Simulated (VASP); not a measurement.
Input:

```
CELL_PARAMETERS angstrom
      1.75617    -3.17305     0.00000
      1.75617     3.17305     0.00000
      0.00000     0.00000     5.75338
ATOMIC_POSITIONS crystal
  Ho 0.33333 0.66667 0.25000
  Ho 0.69194 0.35860 0.75000
```

These are PBE GGA, VASP's PBE PAW potentials (set 64) (plane waves; VASP) values and carry that method's errors. Run with 400 eV cut-off, 9×9×5 Γ-centred mesh, first-order Methfessel-Paxton smearing of 0.10 eV, potentials Ho_3.

The 4f electrons are frozen in the core of the lanthanide potential, so 4f levels, which can set the real gap, and their magnetism are missing.

**Question.** Give the force on each atom (eV/Å).

**Answer.** 
```
atom      Fx      Fy     Fz
----  ------  ------  -----
Ho1    0.120  -0.057  0.000
Ho2   -0.120   0.057  0.000
```

**Question.** Give the stress tensor in GPa (positive for a compressed cell).

**Answer.** 
```
 0.88  -0.28   0.00
-0.28  -1.68   0.00
 0.00   0.00  -2.03
```
The pressure is its mean diagonal, -0.94 GPa.

The compound is Ho in the hcp structure. The cell was not relaxed at this level, atoms are displaced from their ideal sites. The run is one of a series of settings (KPOINTS 9×9×5 Γ-centred mesh against the base run), some of them coarse on purpose.
